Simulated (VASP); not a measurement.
Calculation: PBE GGA, VASP's PBE PAW potentials (set 64) (plane waves; VASP).

Input for VASP

**POSCAR**
```
NiAl
1
    2.8900000000     0.0000000000     0.0000000000
    0.0000000000     2.8900000000     0.0000000000
    0.0000000000     0.0000000000     2.8900000000
Al Ni
1 1
Direct
  0.5000000000   0.5000000000   0.5000000000
  0.0000000000   0.0000000000   0.0000000000
```

**INCAR**
```
SYSTEM = NiAl
PREC = Accurate
ENCUT = 400
EDIFF = 1E-6
NELM = 100
ALGO = Normal
LREAL = .FALSE.
LASPH = .TRUE.
ISMEAR = 1
SIGMA = 0.1
GGA = PE
LMAXMIX = 4
LWAVE = .FALSE.
LCHARG = .FALSE.
ISIF = 2
```

File KPOINTS:
```
Automatic mesh
0
Gamma
11 11 11
0 0 0
```

POTCAR, in this order: Al Ni (PBE.64 set). Program: vasp_std.

Q: Estimate the energy per atom (σ→0), band gap (on the k-mesh).

A: 
```
Item                                                        Result
------------------------  ----------------------------------------
energy per atom (σ→0)                               -5.268 eV/atom
band gap (on the k-mesh)  none (metal, semimetal or under 0.01 eV)
```

### OSZICAR
```
...
DAV:   7    -0.105563058212E+02    0.32921E+01   -0.16703E+01  1238   0.781E+01    0.112E+00
DAV:   8    -0.105493630147E+02    0.69428E-02   -0.43770E-01  1400   0.834E+00    0.101E+00
DAV:   9    -0.105358278772E+02    0.13535E-01   -0.56364E-02  1304   0.385E+00    0.181E-01
DAV:  10    -0.105354687110E+02    0.35917E-03   -0.14589E-03  1288   0.594E-01    0.760E-02
DAV:  11    -0.105354639863E+02    0.47246E-05   -0.42355E-05  1364   0.682E-02    0.268E-02
DAV:  12    -0.105354619389E+02    0.20474E-05   -0.35443E-06   968   0.350E-02    0.314E-03
DAV:  13    -0.105354614906E+02    0.44827E-06   -0.35410E-07   570   0.627E-03
   1 F= -.10535461E+02 E0= -.10535284E+02  d E =-.532440E-03
```

The compound is NiAl in the CsCl type structure. The cell was not relaxed at this level. The run is not spin-polarised, so no magnetic state was tried. The electron count is odd and the run is not spin-polarised, which forces a metal.
